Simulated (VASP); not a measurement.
A run of VASP 6.6.1 is set up as follows.

Contents of INCAR:

```
SYSTEM = LiAl32
PREC = Accurate ; ENCUT = 520
EDIFF = 1E-7 ; ISMEAR = 0
SIGMA = 0.05 ; LREAL = Auto
LASPH = .TRUE. ; NELM = 100
ALGO = Fast ; ISIF = 2
LWAVE = .FALSE. ; LCHARG = .FALSE.
GGA = PE ; NBANDS = 72
```

The input KPOINTS:

```
Automatic mesh
0
G
  2 2 2
  0 0 0
```

File POSCAR:

```
LiAl32
1.0
    8.1000000000      0.0000000000      0.0000000000
    0.0000000000      8.1000000000      0.0000000000
    0.0000000000      0.0000000000      8.1000000000
Al Li
32 1
Direct
    0.4999982716      0.0035072840      0.0000066667
    0.7465324691      0.2499919753      0.0000013580
    0.7513867901     -0.0011822222      0.2512960494
    0.0000223457      0.0128760494     -0.0002748148
    0.2534839506      0.2499891358      0.0000024691
    0.5000008642      0.4966214815     -0.0000024691
    0.7372856790      0.7502350617     -0.0002860494
    0.2485911111     -0.0012511111      0.2513590123
    0.4999990123      0.2499854321      0.2465007407
    0.7508644444      0.5010570370      0.2507274074
    0.5000770370      0.0128749383      0.4999195062
    0.7372780247      0.2506787654      0.4998993827
    0.7511748148     -0.0009301235      0.7487688889
    0.0000329630      0.4874080247     -0.0002948148
    0.2627498765      0.7502246914     -0.0002837037
    0.0000254321      0.2506660494      0.2371976543
    0.2491277778      0.5011117284      0.2507964198
    0.5000786420      0.7502117284      0.2372060494
   -0.0000424691      0.0454329630      0.5001527160
    0.2627571605      0.2506732099      0.4999035802
    0.5000825926      0.4874095062      0.4998819753
    0.7064462963      0.7496823457      0.5001309877
    0.2488090123     -0.0010014815      0.7487118519
    0.5000001235      0.2499954321      0.7534407407
    0.7506309877      0.5008559259      0.7492866667
   -0.0000392593      0.7496583951      0.2055529630
   -0.0000322222      0.4578698765      0.5001159259
    0.2939424691      0.7496720988      0.5001353086
    0.0000296296      0.2506859259      0.7626780247
    0.2493672840      0.5009128395      0.7492237037
    0.5000809877      0.7502485185      0.7626688889
   -0.0000349383      0.7496951852      0.7930591358
    0.0002369136      0.7520066667      0.4991561728
```

Potentials or basis: VASP PAW PBE potentials, release 64 (Al, Li_sv).

Command:

```sh
$ cat potpaw_PBE.64/Al/POTCAR potpaw_PBE.64/Li_sv/POTCAR > POTCAR
$ mpirun -np 1 vasp_std > vasp.out
```

Q: Estimate the largest force.

A: 0.018 eV/Å.

Q: Estimate the band gap on the k mesh.

A: None (metal or under the smearing width).

Forces in eV/Å, atoms in the order of the input:
```
Al   0.000 -0.002  0.000
Al   0.005  0.000  0.000
Al   0.001  0.003 -0.001
Al   0.000 -0.002  0.001
Al  -0.005  0.000  0.000
Al   0.000  0.005  0.000
Al   0.001  0.000  0.000
Al   0.000  0.003 -0.001
Al   0.000  0.000  0.004
Al   0.001  0.003  0.000
Al   0.000 -0.003  0.000
Al   0.001 -0.001  0.001
Al   0.001  0.001 -0.002
Al   0.000  0.000  0.001
Al  -0.002  0.000  0.000
Al   0.000 -0.002  0.002
Al  -0.001  0.004  0.000
Al  -0.001 -0.001  0.002
Al   0.001  0.003 -0.001
Al  -0.001 -0.002  0.001
Al  -0.001  0.001  0.002
Al  -0.011  0.001  0.000
Al  -0.001  0.001 -0.002
Al   0.000  0.000 -0.006
Al   0.002  0.003 -0.002
Al   0.000  0.001 -0.009
Al   0.000 -0.018  0.002
Al   0.011  0.000  0.000
Al   0.000 -0.001 -0.001
Al  -0.001  0.003 -0.002
Al   0.000 -0.002 -0.001
Al   0.000  0.000  0.014
Li  -0.001  0.003  0.001
```

Caveat: the k mesh is coarse (spacing up to 0.39 Å⁻¹), so the values aren't converged.
